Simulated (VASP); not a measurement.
Computed with LDA (Ceperley-Alder, Perdew-Zunger), VASP's LDA PAW potentials (set 64) (plane waves; VASP). Each cell was relaxed at this level, without spin-orbit coupling.

Question: Which of these comes out without a gap?
A. ZnO, P6_3mc (186)
B. SnO2, P4_2/mnm (136)
C. NbC, Fm-3m (225)
D. AlN, P6_3mc (186)

Answer: C, NbC, Fm-3m (225). The others have gaps of 1.14 eV (SnO2, P4_2/mnm (136)), 4.39 eV (AlN, P6_3mc (186)), 0.80 eV (ZnO, P6_3mc (186)).
